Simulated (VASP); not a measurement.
Here is the system:

```
HfC
1.0
    0.00000     2.49671     2.49671
    2.49671     0.00000     2.49671
    2.49671     2.49671     0.00000
Hf C
1 1
Direct
  0.00000   0.00000   0.00000
  0.25000   0.25000   0.25000
```

Level of theory: PBEsol GGA, VASP's PBE PAW potentials (set 64) (plane waves; VASP). Numerical set-up: 520 eV cut-off, 8×8×8 Γ-centred mesh, Gaussian smearing of 0.050 eV, potentials Hf_pv C.

Unless said otherwise, spin-orbit coupling is left out, though it shifts the bands of the heavy elements here.

### Question
What does the run give for the energy per atom (σ→0), band gap (on the k-mesh) with the smallest direct gap where there is one?

### Answer

```json
{
  "band gap (on the k-mesh)": "0.19 eV",
  "smallest direct gap (on the k-mesh)": "0.19 eV",
  "energy per atom (σ→0)": "-10.357 eV/atom"
}
```

Total energies compare only between runs with the same potentials, cut-off and functional.

The structure was generated: HfC was put into the zinc blende type (F-43m), which need not be its known phase. It was relaxed first, which changed the volume by -36 %. The start is the result of an earlier pass.
